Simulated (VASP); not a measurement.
An input for Quantum ESPRESSO's pw.x (written as the equivalent of a VASP run, and not itself run):

```
&CONTROL
  calculation = 'vc-relax'
  pseudo_dir = './pseudo'
  outdir = './out'
  tprnfor = .true.
  tstress = .true.
  nstep = 60
  forc_conv_thr = 0.00039
/
&SYSTEM
  ibrav = 0
  nat = 2
  ntyp = 2
  ecutwfc = 88
  occupations = 'smearing'
  smearing = 'gaussian'
  degauss = 0.003675
  input_dft = 'pbe'
  vdw_corr = 'grimme-d3'
  dftd3_version = 4
  dftd3_threebody = .false.
/
&ELECTRONS
  conv_thr = 7.3e-08
  electron_maxstep = 100
/
&IONS
/
&CELL
/
ATOMIC_SPECIES
  Na 22.990 Na.upf
  H 1.008 H.upf
CELL_PARAMETERS angstrom
     0.0000000    2.4400000    2.4400000
     2.4400000    0.0000000    2.4400000
     2.4400000    2.4400000    0.0000000
ATOMIC_POSITIONS crystal
  Na   0.0000000  0.0000000  0.0000000
  H    0.5000000  0.5000000  0.5000000
K_POINTS automatic
  8 8 8 0 0 0
```

Question: Translate this input to VASP (INCAR, KPOINTS, POSCAR, choice of POTCAR).

Answer: Several could match; the one computed here: 
### KPOINTS
```
Automatic
0
G
  8 8 8
0 0 0
```

File POSCAR:
```
NaH
1.0
  0.0000000000   2.4400000000   2.4400000000
  2.4400000000   0.0000000000   2.4400000000
  2.4400000000   2.4400000000   0.0000000000
Na H
1 1
Cart
  0.0000000000   0.0000000000   0.0000000000
  2.4400000000   2.4400000000   2.4400000000
```

### INCAR
```
! general
SYSTEM=NaH
PREC  =Accurate
ENCUT =520
LREAL =F
LASPH =T

! electronic loop
EDIFF =1E-6
NELM  =100
ALGO  =Normal

! smearing
ISMEAR=0
SIGMA =0.05

! functional
GGA   =PE
IVDW  =12

! ions
IBRION=2
NSW   =60
ISIF  =3
EDIFFG=-0.01

! output
LWAVE =F
LCHARG=F
```

POTCAR, in this order: Na_pv H (PBE.64 set). Program: vasp_std.

Limits of the translation: the potentials are each code's own (VASP's PAW set, PseudoDojo norm-conserving files in pw.x), so ENCUT and ecutwfc are chosen apart and not converted; conv_thr bounds pw.x's estimated SCF error, while EDIFF bounds the energy change between steps; forc_conv_thr acts on force components and is met together with etot_conv_thr.

The compound is NaH in the rock salt structure. This run relaxes it. Symmetry was kept, so distortions that lower it aren't found.
